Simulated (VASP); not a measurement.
Level of theory: PBE GGA, VASP's PBE PAW potentials (set 64) (plane waves; VASP).

A VASP calculation is set up with these files.

POSCAR:
```
MgS
1
    0.0000000000     2.6044000000     2.6044000000
    2.6044000000     0.0000000000     2.6044000000
    2.6044000000     2.6044000000     0.0000000000
Mg S
1 1
Direct
  0.0000000000   0.0000000000   0.0000000000
  0.5000000000   0.5000000000   0.5000000000
```

### INCAR
```
ALGO=Normal   ! blocked Davidson
LASPH=.TRUE.   ! aspherical one-centre terms
EDIFF=1E-6   ! SCF stop (eV)
ENCUT=300
LCHARG=.FALSE.
ISMEAR=0
LREAL=.FALSE.   ! projection in real space or not
SIGMA=0.01   ! width (eV)
GGA=PE   ! PBE
LWAVE=.FALSE.
NELM=100   ! most electronic steps
SYSTEM=MgS
PREC=Accurate
ISIF=2   ! forces and stress, cell fixed
```

**KPOINTS**
```
Automatic mesh
0
gamma
  11 11 11
0 0 0.5
```

POTCAR, in this order: Mg S (PBE.64 set). Program: vasp_std.

The resulting files:

File OSZICAR:
```
       N       E                     dE             d eps       ncg     rms          rms(c)
DAV:   1     0.141295652639E+02    0.14130E+02   -0.27893E+03  2512   0.508E+02
DAV:   2    -0.834471670379E+01   -0.22474E+02   -0.21450E+02  3320   0.900E+01
DAV:   3    -0.890362537005E+01   -0.55891E+00   -0.55891E+00  2816   0.190E+01
DAV:   4    -0.890560695132E+01   -0.19816E-02   -0.19816E-02  3752   0.123E+00
DAV:   5    -0.890560900653E+01   -0.20552E-05   -0.20552E-05  2912   0.289E-02    0.445E+00
DAV:   6    -0.854083161207E+01    0.36478E+00   -0.94348E-01  2480   0.480E+00    0.350E+00
DAV:   7    -0.850045693489E+01    0.40375E-01   -0.23742E-01  3032   0.259E+00    0.230E+00
DAV:   8    -0.850055570019E+01   -0.98765E-04   -0.13140E-02  2752   0.952E-01    0.867E-01
DAV:   9    -0.850039182705E+01    0.16387E-03   -0.51469E-04  2984   0.180E-01    0.266E-01
DAV:  10    -0.850043196014E+01   -0.40133E-04   -0.13763E-04  3320   0.769E-02    0.127E-02
DAV:  11    -0.850042988282E+01    0.20773E-05   -0.18832E-05  2776   0.224E-02    0.106E-02
DAV:  12    -0.850042982575E+01    0.57069E-07   -0.37462E-07  1456   0.526E-03
   1 F= -.85004298E+01 E0= -.85004298E+01  d E =-.101902E-16
```

File OUTCAR:
```
------------------------ aborting loop because EDIFF is reached ----------------------------------------
  FORCE on cell =-STRESS in cart. coord.  units (eV):
  Direction    XX          YY          ZZ          XY          YZ          ZX
  --------------------------------------------------------------------------------------
  Total        0.1041356      0.1041356      0.1041356      0.0000000      0.0000000     -0.0000000
  in kB        4.7223334      4.7223334      4.7223334      0.0000000      0.0000000     -0.0000000
  external PRESSURE =       4.7223334 kB  Pullay stress =       0.0000000 kB
  volume of cell :       35.33
      direct lattice vectors                 reciprocal lattice vectors
     0.000000000  2.604400000  2.604400000    -0.191982798  0.191982798  0.191982798
     2.604400000  0.000000000  2.604400000     0.191982798 -0.191982798  0.191982798
     2.604400000  2.604400000  0.000000000     0.191982798  0.191982798 -0.191982798
 POSITION                                       TOTAL-FORCE (eV/Angst)
 -----------------------------------------------------------------------------------
      0.00000      0.00000      0.00000         0.000000      0.000000      0.000000
      2.60440      2.60440      2.60440        -0.000000     -0.000000     -0.000000
 -----------------------------------------------------------------------------------
    total drift:                               -0.000000     -0.000000      0.000000
  FREE ENERGIE OF THE ION-ELECTRON SYSTEM (eV)
  ---------------------------------------------------
  free  energy   TOTEN  =        -8.5004298258 eV

  energy  without entropy=       -8.5004298258  energy(sigma->0) =       -8.50042983
```
(Selected blocks of OUTCAR.)

The structure comes from a computed database's MgS entry; how it stands against other phases isn't given here. The cell was not relaxed at this level. The run is one of a series of settings (KPOINTS 11×11×11 Γ-centred mesh shifted by (0, 0, 0.5) against the base run), some of them coarse on purpose.
